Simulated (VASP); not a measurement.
An input for Ansatz (written as the equivalent of a VASP run, and not itself run):

Ansatz 0.2 input:
```yaml
crystal:
  lattice:
    - [-2.1660164, 2.1660164, 4.7817378]
    - [2.1660164, -2.1660164, 4.7817378]
    - [2.1660164, 2.1660164, -4.7817378]
  atoms:
    - { symbol: Mg, position: [0.5000000, 0.5000000, 0.0000000] }
    - { symbol: Mg, position: [0.2500000, 0.7500000, 0.5000000] }
    - { symbol: Mg, position: [0.7500000, 0.2500000, 0.5000000] }
    - { symbol: Sb, position: [0.0000000, 0.0000000, 0.0000000] }
kpoints:
  mp_grid: { grid: [11, 11, 11] }
hamiltonian:
  xc: pbesol
  pseudopotentials: { kind: paw }
scf:
  occupations: { method: tetrahedron }
  max_iter: 100
output: { forces: true, stress: true, eigenvalues: true }
```

### Question
Translate this input to VASP (INCAR, KPOINTS, POSCAR, choice of POTCAR).

### Answer
Several could match; the one computed here: 
**INCAR**
```
SYSTEM = Mg3Sb
ENCUT = 400
PREC = Accurate
NELM = 100
LEFG = T
ALGO = Normal
NEDOS = 601   ! DOS grid
ISMEAR = -5
LORBIT = 11   ! lm-projected
LCHARG = T
GGA = PS
LWAVE = F
ISIF = 2   ! forces and stress, cell fixed
LASPH = T
LREAL = F   ! projection in real space or not
LMAXMIX = 4   ! l cut-off of mixed one-centre charges
EDIFF = 1E-7   ! SCF stop (eV)
```

**KPOINTS**
```
kpoints
0
G
 11 11 11
0 0 0
```

### POSCAR
```
Mg3Sb
9.5634760
 -0.2264884033   0.2264884033   0.4999999800
  0.2264884033  -0.2264884033   0.4999999800
  0.2264884033   0.2264884033  -0.4999999800
Mg Sb
3 1
Direct
  0.5000000000   0.5000000000   0.0000000000
  0.2500000000   0.7500000000   0.5000000000
  0.7500000000   0.2500000000   0.5000000000
  0.0000000000   0.0000000000   0.0000000000
```

POTCAR, in this order: Mg Sb (PBE.64 set). Program: vasp_std.

What does not carry over: each code has its own PAW files, so the cut-off isn't converted (ENCUT is set for VASP's; basis.ecutwfc is left out, and Ansatz then takes the one that its files recommend); Ansatz stops its SCF on the density residual and VASP on the energy change (EDIFF); the field gradients of LEFG aren't asked of the other code.

The structure comes from a computed database's Mg3Sb entry (I4/mmm); how it stands against other phases isn't given here. It was relaxed first.
